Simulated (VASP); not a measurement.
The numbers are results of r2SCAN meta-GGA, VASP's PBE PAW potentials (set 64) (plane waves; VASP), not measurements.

VASP ran on this input.

KPOINTS:
```
K-points
0
Gamma
  15 15 8
0 0 0
```

INCAR:
```
# general
SYSTEM  = Co
PREC    = Accurate
ENCUT   = 400
LREAL   = .FALSE.
LASPH   = .TRUE.

# electronic loop
EDIFF   = 1E-6
NELM    = 100
ALGO    = Normal
LMAXMIX = 4
LMIXTAU = .TRUE.

# smearing
ISMEAR  = 1
SIGMA   = 0.1

# functional
METAGGA = R2SCAN

# spin
ISPIN   = 2
MAGMOM  = 1.8 1.8

# ions
IBRION  = 2
NSW     = 60
ISIF    = 3
EDIFFG  = -0.01

# output
LWAVE   = .FALSE.
LCHARG  = .FALSE.
LORBIT  = 10
```

POSCAR:
```
Co
1.0
  1.2550000000  -2.1737240000   0.0000000000
  1.2550000000   2.1737240000   0.0000000000
  0.0000000000   0.0000000000   4.0700000000
Co
2
Cartesian
  1.2550000000   0.7245761158   1.0175000000
  1.2550000000  -0.7245761158   3.0525000000
```

POTCAR, in this order: Co (PBE.64 set). Program: vasp_std.

Energy and stress use the plane-wave basis of the starting cell.

Problem. Estimate the energy per atom (σ→0), cell moment, volume per atom, band gap (on the k-mesh).

Solution. 
```json
{
  "energy per atom (σ→0)": "-13.208 eV/atom",
  "cell_moment": "3.37 μB",
  "band gap (on the k-mesh)": "none (metal, semimetal or under 0.01 eV)",
  "volume_per_atom": "10.55 Å^3/atom"
}
```

OSZICAR:
```
...
       N       E                     dE             d eps       ncg     rms          rms(c)
DAV:   1    -0.264156873422E+02   -0.10847E-03   -0.11415E-03  8107   0.644E-01    0.804E-02
DAV:   2    -0.264156080551E+02    0.79287E-04   -0.38318E-04  9031   0.422E-01    0.603E-02
DAV:   3    -0.264155891376E+02    0.18918E-04   -0.31731E-05  9626   0.119E-01    0.237E-02
DAV:   4    -0.264155901657E+02   -0.10282E-05   -0.98801E-07  4526   0.156E-02    0.810E-03
DAV:   5    -0.264155891084E+02    0.10573E-05   -0.39298E-07  4253   0.110E-02    0.191E-03
DAV:   6    -0.264155889993E+02    0.10913E-06   -0.16286E-07  4050   0.568E-03
  11 F= -.26415589E+02 E0= -.26415520E+02  d E =-.629403E-05  mag=     3.3694
```

The compound is Co in the hcp structure. This run relaxes it. Symmetry was kept, so distortions that lower it aren't found.
